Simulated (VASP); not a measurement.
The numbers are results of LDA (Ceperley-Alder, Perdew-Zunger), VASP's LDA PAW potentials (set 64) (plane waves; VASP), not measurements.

The input files of a VASP run:

INCAR:
```
# general
SYSTEM  = BN
PREC    = Accurate
ENCUT   = 520
LREAL   = F
LASPH   = T   # aspherical one-centre terms
NBANDS  = 24

# electronic loop
EDIFF   = 1E-7   # SCF stop (eV)
NELM    = 100   # most electronic steps
ALGO    = Normal

# smearing
ISMEAR  = 0   # Gaussian
SIGMA   = 0.01   # width (eV)

# output
LWAVE   = F
LCHARG  = F
NEDOS   = 1001   # DOS grid

# other
LOPTICS = T
CSHIFT  = 0.1
```

**POSCAR**
```
BN
1
    0.0000000000     1.7917979681     1.7917979681
    1.7917979681     0.0000000000     1.7917979681
    1.7917979681     1.7917979681     0.0000000000
B N
1 1
Direct
  0.0000000000   0.0000000000   0.0000000000
  0.2500000000   0.2500000000   0.2500000000
```

KPOINTS:
```
Automatic mesh
0
Gamma
16 16 16
0 0 0
```

POTCAR, in this order: B N (LDA.64 set). Program: vasp_std.

The resulting files:

**OUTCAR**
```
 ion  position               nearest neighbor table
   1  0.000  0.000  0.000-   2 1.55   2 1.55   2 1.55   2 1.55
   2  0.250  0.250  0.250-   1 1.55   1 1.55   1 1.55   1 1.55
  LATTYP: Found a face centered cubic cell.
 ALAT       =     3.5835959362
 Subroutine PRICEL returns:
 Original cell was already a primitive cell.
 Subroutine GETGRP returns: Found 24 space group operations
The static configuration has the point symmetry T_d .
The dynamic configuration has the point symmetry T_d .
 Subroutine INISYM returns: Found 24 space group operations
 Subroutine IBZKPT returns following result:
 Found    145 irreducible k-points:

 Following reciprocal coordinates:
            Coordinates               Weight
  0.000000  0.000000  0.000000      1.000000
  0.062500  0.000000  0.000000      8.000000
  0.125000  0.000000  0.000000      8.000000
  0.187500  0.000000  0.000000      8.000000
  0.250000  0.000000  0.000000      8.000000
  0.312500  0.000000  0.000000      8.000000
  0.375000  0.000000  0.000000      8.000000
  0.437500  0.000000  0.000000      8.000000
  0.500000  0.000000  0.000000      4.000000
  0.062500  0.062500  0.000000      6.000000
  0.125000  0.062500  0.000000     24.000000
  0.187500  0.062500  0.000000     24.000000
  0.250000  0.062500  0.000000     24.000000
  0.312500  0.062500  0.000000     24.000000
  0.375000  0.062500  0.000000     24.000000
  0.437500  0.062500  0.000000     24.000000
  0.500000  0.062500  0.000000     24.000000
 -0.437500  0.062500  0.000000     24.000000
 -0.375000  0.062500  0.000000     24.000000
 -0.312500  0.062500  0.000000     24.000000
 -0.250000  0.062500  0.000000     24.000000
 -0.187500  0.062500  0.000000     24.000000
 -0.125000  0.062500  0.000000     24.000000
 -0.062500  0.062500  0.000000     12.000000
...
```

**OSZICAR**
```
       N       E                     dE             d eps       ncg     rms          rms(c)
DAV:   1     0.219628696645E+02    0.21963E+02   -0.41522E+03  7112   0.332E+02
DAV:   2    -0.199619887415E+02   -0.41925E+02   -0.40195E+02  8784   0.109E+02
DAV:   3    -0.205931532666E+02   -0.63116E+00   -0.62985E+00  8344   0.113E+01
DAV:   4    -0.205933894805E+02   -0.23621E-03   -0.23621E-03  8184   0.253E-01
DAV:   5    -0.205933895562E+02   -0.75750E-07   -0.75744E-07  8448   0.443E-03    0.665E+00
DAV:   6    -0.195649403283E+02    0.10284E+01   -0.25768E+00  7784   0.470E+00    0.320E+00
DAV:   7    -0.194464272441E+02    0.11851E+00   -0.58975E-02  8648   0.119E+00    0.179E+00
DAV:   8    -0.194140981012E+02    0.32329E-01   -0.25814E-02  8552   0.662E-01    0.189E-01
DAV:   9    -0.194139529597E+02    0.14514E-03   -0.65543E-04  7640   0.129E-01    0.727E-02
DAV:  10    -0.194139386105E+02    0.14349E-04   -0.34993E-05  8856   0.289E-02    0.191E-02
DAV:  11    -0.194139384017E+02    0.20888E-06   -0.39750E-07  7512   0.334E-03    0.488E-03
DAV:  12    -0.194139384083E+02   -0.66739E-08   -0.52514E-08  5792   0.810E-04
   1 F= -.19413938E+02 E0= -.19413938E+02  d E =-.239665E-32
 imaginary and real dielectric function
```

File OUTCAR:
```
------------------------ aborting loop because EDIFF is reached ----------------------------------------
  FORCE on cell =-STRESS in cart. coord.  units (eV):
  Direction    XX          YY          ZZ          XY          YZ          ZX
  --------------------------------------------------------------------------------------
  Total       -0.0031892     -0.0031892     -0.0031892      0.0000000      0.0000000      0.0000000
  in kB       -0.4441096     -0.4441096     -0.4441096      0.0000000      0.0000000      0.0000000
  external PRESSURE =      -0.4441096 kB  Pullay stress =       0.0000000 kB
  volume of cell :       11.51
      direct lattice vectors                 reciprocal lattice vectors
     0.000000000  1.791797968  1.791797968    -0.279049317  0.279049317  0.279049317
     1.791797968  0.000000000  1.791797968     0.279049317 -0.279049317  0.279049317
     1.791797968  1.791797968  0.000000000     0.279049317  0.279049317 -0.279049317
  FREE ENERGIE OF THE ION-ELECTRON SYSTEM (eV)
  ---------------------------------------------------
  free  energy   TOTEN  =       -19.4139384083 eV

  energy  without entropy=      -19.4139384083  energy(sigma->0) =      -19.41393841

 plasma frequency squared (from intraband transitions) (eV^2)
  --------------------------------------------------------------------------------------
       0.000       0.000      -0.000
       0.000       0.000      -0.000
       0.000       0.000       0.000

 plasma frequency squared (from interband transitions, int dw w eps(2)(w)) (eV^2)
  --------------------------------------------------------------------------------------
     869.666       0.000      -0.000      -0.000      -0.000       0.000
      -0.000       0.000     869.666       0.000      -0.000      -0.000
      -0.000      -0.000      -0.000       0.000     869.666       0.000
```
(Selected blocks of OUTCAR.)

The compound is BN in the zinc blende structure. It was relaxed first.
